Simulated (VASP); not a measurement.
```xyz
2
Lattice="0.0000 1.7805 1.7805 1.7805 0.0000 1.7805 1.7805 1.7805 0.0000" Properties=species:S:1:pos:R:3 pbc="T T T"
C      0.0000     0.0000     0.0000
C      0.8902     0.8902     0.8902
```

Calculation: PBE GGA, VASP's PBE PAW potentials (set 64) (plane waves; VASP 6.6.1). Run with 400 eV cut-off, 11×11×11 Γ-centred mesh, Fermi-Dirac smearing of 0.020 eV, potentials C.

Q: Give the energies of bands 2 to 7 at the high-symmetry points, in eV from the valence-band maximum.

A: 
```tsv
band	Γ	X	U	L	W
2	0.00	-12.82	-11.79	-13.45	-12.03
3	0.00	-6.35	-9.38	-2.83	-8.39
4	0.00	-6.35	-5.41	-2.83	-8.39
5	5.60	4.75	5.67	8.47	10.64
6	5.60	4.75	10.78	8.47	10.64
7	5.60	16.93	14.44	8.89	12.38
```

The gap is indirect, 4.12 eV, from the valence maximum at Γ to the conduction minimum at (0.36, 0.36, 0.00).

The structure is a typed C crystal (Fd-3m). The cell was not relaxed at this level.
